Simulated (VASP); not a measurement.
Output of a VASP run:

### OSZICAR
```
       N       E                     dE             d eps       ncg     rms          rms(c)
DAV:   1     0.184527833269E+02    0.18453E+02   -0.47616E+03   616   0.880E+02
DAV:   2    -0.129692966534E+02   -0.31422E+02   -0.29663E+02   720   0.142E+02
DAV:   3    -0.136480812077E+02   -0.67878E+00   -0.67878E+00   728   0.243E+01
DAV:   4    -0.136491481151E+02   -0.10669E-02   -0.10669E-02   808   0.974E-01
DAV:   5    -0.136491485836E+02   -0.46844E-06   -0.46844E-06   728   0.178E-02    0.660E+00
DAV:   6    -0.123079962278E+02    0.13412E+01   -0.10381E+01   560   0.210E+01    0.262E+00
DAV:   7    -0.122653240549E+02    0.42672E-01   -0.15510E-01   576   0.370E+00    0.131E+00
DAV:   8    -0.122476290353E+02    0.17695E-01   -0.35228E-02   576   0.263E+00    0.193E-01
DAV:   9    -0.122474131638E+02    0.21587E-03   -0.42533E-04   744   0.211E-01    0.890E-02
DAV:  10    -0.122474543486E+02   -0.41185E-04   -0.78037E-05   576   0.973E-02    0.619E-03
DAV:  11    -0.122474535352E+02    0.81341E-06   -0.48427E-06   672   0.145E-02
   1 F= -.12247454E+02 E0= -.12247454E+02  d E =-.122475E+02
       N       E                     dE             d eps       ncg     rms          rms(c)
DAV:   1    -0.149849668584E+02   -0.27375E+01   -0.54318E+01   560   0.792E+01    0.118E+01
DAV:   2    -0.125462125575E+02    0.24388E+01   -0.17252E+01   560   0.301E+01    0.144E+00
DAV:   3    -0.125242845718E+02    0.21928E-01   -0.17810E-01   592   0.533E+00    0.866E-01
DAV:   4    -0.125112278764E+02    0.13057E-01   -0.16825E-02   560   0.124E+00    0.182E-01
DAV:   5    -0.125109524470E+02    0.27543E-03   -0.23083E-03   576   0.383E-01    0.413E-02
DAV:   6    -0.125109566865E+02   -0.42395E-05   -0.15889E-05   616   0.426E-02    0.418E-03
DAV:   7    -0.125109569315E+02   -0.24501E-06   -0.63904E-07   424   0.791E-03
   2 F= -.12510957E+02 E0= -.12510957E+02  d E =-.263503E+00
       N       E                     dE             d eps       ncg     rms          rms(c)
DAV:   1    -0.125568741621E+02   -0.45917E-01   -0.83830E-01   560   0.935E+00    0.148E+00
DAV:   2    -0.125185659719E+02    0.38308E-01   -0.27578E-01   560   0.390E+00    0.140E-01
DAV:   3    -0.125182036415E+02    0.36233E-03   -0.21703E-03   592   0.577E-01    0.864E-02
DAV:   4    -0.125180152952E+02    0.18835E-03   -0.19730E-04   576   0.151E-01    0.193E-02
DAV:   5    -0.125180107588E+02    0.45364E-05   -0.22664E-05   592   0.375E-02    0.462E-03
DAV:   6    -0.125180110206E+02   -0.26187E-06   -0.27878E-07   304   0.489E-03
   3 F= -.12518011E+02 E0= -.12518011E+02  d E =-.270557E+00
```

File OUTCAR:
```
------------------------ aborting loop because EDIFF is reached ----------------------------------------
  FORCE on cell =-STRESS in cart. coord.  units (eV):
  Direction    XX          YY          ZZ          XY          YZ          ZX
  --------------------------------------------------------------------------------------
  Total        0.0096456      0.0096456      0.0096456     -0.0000000      0.0000000     -0.0000000
  in kB        0.8298677      0.8298677      0.8298677     -0.0000000      0.0000000     -0.0000000
  external PRESSURE =       0.8298677 kB  Pullay stress =       0.0000000 kB
  volume of cell :       18.62
      direct lattice vectors                 reciprocal lattice vectors
     0.000000000  2.103783395  2.103783395    -0.237667053  0.237667053  0.237667053
     2.103783395 -0.000000000  2.103783395     0.237667053 -0.237667053  0.237667053
     2.103783395  2.103783395  0.000000000     0.237667053  0.237667053 -0.237667053
  FREE ENERGIE OF THE ION-ELECTRON SYSTEM (eV)
  ---------------------------------------------------
  free  energy   TOTEN  =       -12.5180110206 eV

  energy  without entropy=      -12.5180110206  energy(sigma->0) =      -12.51801102

 reached required accuracy - stopping structural energy minimisation
```
(Selected blocks of OUTCAR.)

**POSCAR**
```
MgO
1
    0.0000000000     2.2356000000     2.2356000000
    2.2356000000     0.0000000000     2.2356000000
    2.2356000000     2.2356000000     0.0000000000
Mg O
1 1
Direct
  0.0000000000   0.0000000000   0.0000000000
  0.5000000000   0.5000000000   0.5000000000
```

Problem. Reconstruct the remaining input files.

Solution. Several could match; the one computed here: the input of the run itself, PBEsol GGA, plane waves, VASP's PBE PAW potentials (set 64).

KPOINTS:
```
Automatic mesh
0
Gamma
9 9 9
0 0 0
```

INCAR:
```
! general
SYSTEM = MgO
PREC   = Accurate
ENCUT  = 520
LREAL  = F
LASPH  = T

! electronic loop
EDIFF  = 1E-6
NELM   = 100
ALGO   = Normal

! smearing
ISMEAR = 0
SIGMA  = 0.05

! functional
GGA    = PS

! ions
IBRION = 2
NSW    = 60
ISIF   = 3
EDIFFG = -0.01

! output
LWAVE  = F
LCHARG = F
```

POTCAR, in this order: Mg O (PBE.64 set). Program: vasp_std.

Energy and stress use the plane-wave basis of the starting cell.

The structure was generated: MgO was put into the rock salt type (Fm-3m), which need not be its known phase. This run relaxes it. Symmetry was kept, so distortions that lower it aren't found.
